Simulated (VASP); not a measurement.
# From one sheet to two: 1T-CaI2 monolayer, part 4 of 8

Aim: relax 1T-CaI2 monolayer, place its levels against the vacuum, then find how two sheets stack and bind.

VASP 6.6.1, plane waves and PAW; the level of theory is named at each step.

So far. Step 3 (A second relaxation): The start already met the threshold, so nothing moved. Step 4 (Potential and states of the slab): The vacuum level lies 7.01 eV above the highest filled level at the upper face; both faces agree, as the slab has next to no dipole.

## (5) The slab in a field, field -0.1

Level of this step: r2SCAN with rVV10; plane waves and PAW (Ca_pv, I) (VASP).

A field across the slab, with the atoms held, gives the electronic response: the dipole changes linearly with the field, and the energy has a linear term from the slab's own dipole and a quadratic one from its polarisability.

INCAR

```
SYSTEM = CaI2
PREC = Normal
ENCUT = 350
EDIFF = 1E-06
NELM = 120
ISMEAR = 0
SIGMA = 0.03
LREAL = .FALSE.
ALGO = Normal
METAGGA = R2SCAN
LUSE_VDW = .TRUE.
IVDW_NL = 2
BPARAM = 11.95
CPARAM = 0.0093
LASPH = .TRUE.
NBANDS = 17
LORBIT = 11
LWAVE = .FALSE.
LCHARG = .FALSE.
KPAR = 4
IDIPOL = 3
LDIPOL = .TRUE.
DIPOL = 0.5 0.5 0.5
EFIELD = -0.1
```

POSCAR

```
CaI2
1.0
    4.4706327046      0.0000000000      0.0000000000
   -2.2353163523      3.8716814932      0.0000000000
    0.0000000000      0.0000000000     22.0000000000
Ca I
1 2
Direct
    0.0000000000      0.0000000000      0.5000000000
    0.3333333333      0.6666666667      0.4188778001
    0.6666666667      0.3333333333      0.5811221999
```

KPOINTS

```
Automatic mesh
0
Gamma
9 9 1
0 0 0
```

PAW data sets: Ca_pv and I (PBE family, release 64).

Launch:

```bash
$ mpirun -np 4 vasp_std
```

The program printed:

```text
[... set-up lines as in an earlier step ...]
 entering main loop
       N       E                     dE             d eps       ncg     rms          rms(c)
Total rVV10 correction in eV:      0.8106781    27.9805997
Total rVV10 correction in eV:      0.8106781    27.9805997
Total rVV10 correction in eV:      0.8106781    27.9805997
Total rVV10 correction in eV:      0.8106781    27.9805997
DAV:   1     0.107663421769E+03    0.10766E+03   -0.66461E+03   441   0.764E+02
DAV:   2    -0.369710636810E+02   -0.14463E+03   -0.13837E+03   550   0.202E+02
DAV:   3    -0.617229384904E+02   -0.24752E+02   -0.24299E+02   447   0.930E+01
DAV:   4    -0.633369974457E+02   -0.16141E+01   -0.16126E+01   703   0.288E+01
DAV:   5    -0.633666744973E+02   -0.29677E-01   -0.29639E-01   728   0.363E+00    0.481E+00
Total rVV10 correction in eV:      0.8183830    27.9820804
Total rVV10 correction in eV:      0.8183830    27.9820804
Total rVV10 correction in eV:      0.8183830    27.9820804
Total rVV10 correction in eV:      0.8183830    27.9820804
DAV:   6    -0.608142419984E+02    0.25524E+01   -0.56901E-01   517   0.651E+00    0.323E+00
Total rVV10 correction in eV:      0.8328118    27.9831162
Total rVV10 correction in eV:      0.8328118    27.9831162
Total rVV10 correction in eV:      0.8328118    27.9831162
Total rVV10 correction in eV:      0.8328118    27.9831162
DAV:   7    -0.608156821903E+02   -0.14402E-02   -0.13954E-01   680   0.275E+00    0.117E+00
Total rVV10 correction in eV:      0.8390010    27.9832390
Total rVV10 correction in eV:      0.8390010    27.9832390
Total rVV10 correction in eV:      0.8390010    27.9832390
Total rVV10 correction in eV:      0.8390010    27.9832390
DAV:   8    -0.608208561671E+02   -0.51740E-02   -0.14422E-02   640   0.960E-01    0.564E-01
Total rVV10 correction in eV:      0.8402240    27.9832156
Total rVV10 correction in eV:      0.8402240    27.9832156
Total rVV10 correction in eV:      0.8402240    27.9832156
Total rVV10 correction in eV:      0.8402240    27.9832156
DAV:   9    -0.608213654102E+02   -0.50924E-03   -0.59108E-04   728   0.176E-01    0.428E-01
Total rVV10 correction in eV:      0.8422384    27.9829173
Total rVV10 correction in eV:      0.8422384    27.9829173
Total rVV10 correction in eV:      0.8422384    27.9829173
Total rVV10 correction in eV:      0.8422384    27.9829173
DAV:  10    -0.608230231601E+02   -0.16577E-02   -0.83244E-04   534   0.195E-01    0.119E-01
Total rVV10 correction in eV:      0.8434429    27.9827283
Total rVV10 correction in eV:      0.8434429    27.9827283
Total rVV10 correction in eV:      0.8434429    27.9827283
Total rVV10 correction in eV:      0.8434429    27.9827283
DAV:  11    -0.608234229726E+02   -0.39981E-03   -0.23963E-04   624   0.103E-01    0.340E-02
Total rVV10 correction in eV:      0.8441282    27.9822886
Total rVV10 correction in eV:      0.8441282    27.9822886
Total rVV10 correction in eV:      0.8441282    27.9822886
Total rVV10 correction in eV:      0.8441282    27.9822886
DAV:  12    -0.608240603620E+02   -0.63739E-03   -0.17234E-04   539   0.735E-02    0.309E-02
Total rVV10 correction in eV:      0.8450442    27.9817720
Total rVV10 correction in eV:      0.8450442    27.9817720
Total rVV10 correction in eV:      0.8450442    27.9817720
Total rVV10 correction in eV:      0.8450442    27.9817720
DAV:  13    -0.608247462664E+02   -0.68590E-03   -0.24054E-04   599   0.788E-02    0.247E-02
Total rVV10 correction in eV:      0.8451341    27.9815875
Total rVV10 correction in eV:      0.8451341    27.9815875
Total rVV10 correction in eV:      0.8451341    27.9815875
Total rVV10 correction in eV:      0.8451341    27.9815875
DAV:  14    -0.608249096916E+02   -0.16343E-03   -0.14375E-05   655   0.251E-02    0.310E-02
Total rVV10 correction in eV:      0.8453421    27.9811564
Total rVV10 correction in eV:      0.8453421    27.9811564
Total rVV10 correction in eV:      0.8453421    27.9811564
Total rVV10 correction in eV:      0.8453421    27.9811564
DAV:  15    -0.608252369606E+02   -0.32727E-03   -0.43189E-05   592   0.397E-02    0.907E-03
Total rVV10 correction in eV:      0.8454953    27.9809121
Total rVV10 correction in eV:      0.8454953    27.9809121
Total rVV10 correction in eV:      0.8454953    27.9809121
Total rVV10 correction in eV:      0.8454953    27.9809121
DAV:  16    -0.608254065844E+02   -0.16962E-03   -0.21237E-05   592   0.273E-02    0.177E-02
Total rVV10 correction in eV:      0.8454970    27.9808986
Total rVV10 correction in eV:      0.8454970    27.9808986
Total rVV10 correction in eV:      0.8454970    27.9808986
Total rVV10 correction in eV:      0.8454970    27.9808986
DAV:  17    -0.608254145433E+02   -0.79590E-05   -0.10154E-06   511   0.940E-03    0.609E-03
Total rVV10 correction in eV:      0.8455251    27.9807107
Total rVV10 correction in eV:      0.8455251    27.9807107
Total rVV10 correction in eV:      0.8455251    27.9807107
Total rVV10 correction in eV:      0.8455251    27.9807107
DAV:  18    -0.608255510506E+02   -0.13651E-03   -0.16664E-05   501   0.215E-02    0.149E-02
Total rVV10 correction in eV:      0.8455251    27.9806507
Total rVV10 correction in eV:      0.8455251    27.9806507
Total rVV10 correction in eV:      0.8455251    27.9806507
Total rVV10 correction in eV:      0.8455251    27.9806507
DAV:  19    -0.608255863138E+02   -0.35263E-04   -0.29256E-06   576   0.115E-02    0.560E-03
Total rVV10 correction in eV:      0.8455279    27.9806228
Total rVV10 correction in eV:      0.8455279    27.9806228
Total rVV10 correction in eV:      0.8455279    27.9806228
Total rVV10 correction in eV:      0.8455279    27.9806228
DAV:  20    -0.608255991153E+02   -0.12802E-04   -0.11585E-06   464   0.649E-03    0.182E-03
Total rVV10 correction in eV:      0.8455258    27.9805972
Total rVV10 correction in eV:      0.8455258    27.9805972
Total rVV10 correction in eV:      0.8455258    27.9805972
Total rVV10 correction in eV:      0.8455258    27.9805972
DAV:  21    -0.608256069178E+02   -0.78026E-05   -0.57859E-07   470   0.535E-03    0.612E-04
Total rVV10 correction in eV:      0.8455245    27.9805877
Total rVV10 correction in eV:      0.8455245    27.9805877
Total rVV10 correction in eV:      0.8455245    27.9805877
Total rVV10 correction in eV:      0.8455245    27.9805877
DAV:  22    -0.608256097784E+02   -0.28605E-05   -0.22355E-07   448   0.440E-03    0.964E-04
Total rVV10 correction in eV:      0.8455241    27.9805850
Total rVV10 correction in eV:      0.8455241    27.9805850
Total rVV10 correction in eV:      0.8455241    27.9805850
Total rVV10 correction in eV:      0.8455241    27.9805850
DAV:  23    -0.608256108132E+02   -0.10349E-05   -0.12907E-07   354   0.362E-03    0.813E-04
Total rVV10 correction in eV:      0.8455229    27.9805864
Total rVV10 correction in eV:      0.8455229    27.9805864
Total rVV10 correction in eV:      0.8455229    27.9805864
Total rVV10 correction in eV:      0.8455229    27.9805864
DAV:  24    -0.608256113408E+02   -0.52758E-06   -0.15093E-07   326   0.386E-03
Total rVV10 correction in eV:      0.8455226    27.9805860
Total rVV10 correction in eV:      0.8455226    27.9805860
Total rVV10 correction in eV:      0.8455226    27.9805860
Total rVV10 correction in eV:      0.8455226    27.9805860
Total rVV10 correction in eV:      0.8455225    27.9805869
Total rVV10 correction in eV:      0.8455225    27.9805869
Total rVV10 correction in eV:      0.8455225    27.9805869
Total rVV10 correction in eV:      0.8455225    27.9805869
   1 F= -.60825611E+02 E0= -.60825611E+02  d E =-.990205E-12
```

It took 92 s on 4 MPI ranks of Intel Xeon 6975P-C (Granite Rapids), shared host; peak memory 1.6 GiB.

OUTCAR, selected parts (step 5):

```text
   NELECT =      22.0000    total number of electrons

 dipolmoment           0.000000      0.000000     -0.048346 electrons x Angstroem

 E-fermi :  -4.3116

 k-point     1 :       0.0000    0.0000    0.0000
  band No.  band energies     occupation
    ...
      7      -5.0809      2.00000
      8      -5.0809      2.00000
      9      -4.8622      2.00000
     10      -4.4453      2.00000
     11      -4.4453      2.00000
     12       0.7069      0.00000
     13       0.7411      0.00000
     14       0.7413      0.00000
     15       1.1699      0.00000
     16       1.6921      0.00000
    ...

  Total        0.0272688      0.0272688     -0.0502127      0.0000000      0.0000000      0.0000000
  in kB        0.1147321      0.1147321     -0.2112676      0.0000000      0.0000000      0.0000000
  external PRESSURE =       0.0060656 kB  Pullay stress =       0.0000000 kB

 POSITION                                       TOTAL-FORCE (eV/Angst)
 -----------------------------------------------------------------------------------
      0.00000      0.00000     11.00000        -0.000000      0.000000      0.047322
     -0.00000      2.58112      9.21531         0.000000     -0.000000     -0.010215
      2.23532      1.29056     12.78469        -0.000000     -0.000000     -0.037107
 -----------------------------------------------------------------------------------
    total drift:                               -0.000004      0.000006     -0.000029

  FREE ENERGIE OF THE ION-ELECTRON SYSTEM (eV)
  ---------------------------------------------------
  free  energy   TOTEN  =       -60.8256113408 eV

  energy  without entropy=      -60.8256113408  energy(sigma->0) =      -60.82561134

 vacuum level on the upper side and lower side of the slab         3.370         1.822

[... 8 parts as in an earlier step ...]

[... 9 further parts left out ...]
```

This step gave:

```
electronic cycles              : 24
free energy (TOTEN)            : -60.8256 eV
Fermi energy                   : -4.312 eV
dipole moment                  : 0, 0, -0.04835 e·Å
gap on the k-mesh              : 4.334 eV
least direct gap on the k-mesh : 4.935 eV
```

VASP counts the dipole in electrons times Å, so a positive number points the physical dipole along −c. A positive EFIELD is likewise a physical field along −c.

Energy at zero smearing: -60.82561 eV.

## (6) The slab in a field, field 0.1

Changes to INCAR since step 5:

```diff
@@ -23,2 +23,2 @@
 DIPOL = 0.5 0.5 0.5
-EFIELD = -0.1
+EFIELD = 0.1
```

POSCAR is that of step 5.

KPOINTS is that of step 5.

Launch:

```bash
$ mpirun -np 4 vasp_std
```

The program printed:

```text
[... set-up lines as in an earlier step ...]
 entering main loop
       N       E                     dE             d eps       ncg     rms          rms(c)
Total rVV10 correction in eV:      0.8106781    27.9805997
Total rVV10 correction in eV:      0.8106781    27.9805997
Total rVV10 correction in eV:      0.8106781    27.9805997
Total rVV10 correction in eV:      0.8106781    27.9805997
DAV:   1     0.108568454087E+03    0.10857E+03   -0.66414E+03   441   0.764E+02
DAV:   2    -0.367930309889E+02   -0.14536E+03   -0.13983E+03   548   0.203E+02
DAV:   3    -0.617744716211E+02   -0.24981E+02   -0.24776E+02   455   0.936E+01
DAV:   4    -0.633241596687E+02   -0.15497E+01   -0.15480E+01   656   0.277E+01
DAV:   5    -0.633665688384E+02   -0.42409E-01   -0.42344E-01   720   0.425E+00    0.477E+00
Total rVV10 correction in eV:      0.8183915    27.9820803
Total rVV10 correction in eV:      0.8183915    27.9820803
Total rVV10 correction in eV:      0.8183915    27.9820803
Total rVV10 correction in eV:      0.8183915    27.9820803
[...]
Total rVV10 correction in eV:      0.8455260    27.9805971
DAV:  21    -0.608256067114E+02   -0.99038E-05   -0.79693E-07   454   0.581E-03    0.670E-04
Total rVV10 correction in eV:      0.8455247    27.9805872
Total rVV10 correction in eV:      0.8455247    27.9805872
Total rVV10 correction in eV:      0.8455247    27.9805872
Total rVV10 correction in eV:      0.8455247    27.9805872
DAV:  22    -0.608256099561E+02   -0.32447E-05   -0.32426E-07   456   0.480E-03    0.277E-03
Total rVV10 correction in eV:      0.8455237    27.9805851
Total rVV10 correction in eV:      0.8455237    27.9805851
Total rVV10 correction in eV:      0.8455237    27.9805851
Total rVV10 correction in eV:      0.8455237    27.9805851
DAV:  23    -0.608256107189E+02   -0.76283E-06   -0.12289E-07   350   0.362E-03
Total rVV10 correction in eV:      0.8455226    27.9805860
Total rVV10 correction in eV:      0.8455226    27.9805860
Total rVV10 correction in eV:      0.8455226    27.9805860
Total rVV10 correction in eV:      0.8455226    27.9805860
Total rVV10 correction in eV:      0.8455225    27.9805855
Total rVV10 correction in eV:      0.8455225    27.9805855
Total rVV10 correction in eV:      0.8455225    27.9805855
Total rVV10 correction in eV:      0.8455225    27.9805855
   1 F= -.60825611E+02 E0= -.60825611E+02  d E =-.986349E-12
```

Run time: 85 s. Hardware: 4 MPI ranks; peak memory 1.6 GiB.

Parts of OUTCAR (step 6):

```text
  Total        0.0272499      0.0272499     -0.0503620     -0.0000000      0.0000000     -0.0000000
  in kB        0.1146528      0.1146528     -0.2118959     -0.0000000      0.0000000     -0.0000000
  external PRESSURE =       0.0058032 kB  Pullay stress =       0.0000000 kB

 POSITION                                       TOTAL-FORCE (eV/Angst)
 -----------------------------------------------------------------------------------
      0.00000      0.00000     11.00000         0.000000      0.000000     -0.047314
     -0.00000      2.58112      9.21531         0.000000     -0.000000      0.037105
      2.23532      1.29056     12.78469        -0.000000      0.000000      0.010209
 -----------------------------------------------------------------------------------
    total drift:                                0.000004     -0.000006      0.000016

  FREE ENERGIE OF THE ION-ELECTRON SYSTEM (eV)
  ---------------------------------------------------
  free  energy   TOTEN  =       -60.8256107189 eV

  energy  without entropy=      -60.8256107189  energy(sigma->0) =      -60.82561072

[... 2 parts as in an earlier step ...]

[... 1 further part left out ...]
[key lines of the parts left out:]
E-fermi :  -4.3116
```

Numbers from this step:

```
electronic cycles : 23
dipole moment     : 0, 0, 0.04831 e·Å
```

Energy at zero smearing: -60.82561 eV.

[end of part 4 of 8]

[Lines on the potential files, build, host, timing and source positions are cut from VASP's logs without a mark.]

[Logs are printed without paths, hosts, clocks, repeated set-up lines and the standing remarks that a program may print on its own settings, such as how far it seeks lower states.]

[Hosts, paths, dates, database ids (printed as entryN), source tags and the programs' standing remarks are cut or masked in the printed files.]

[Runs that stopped without an error message from VASP are left out.]
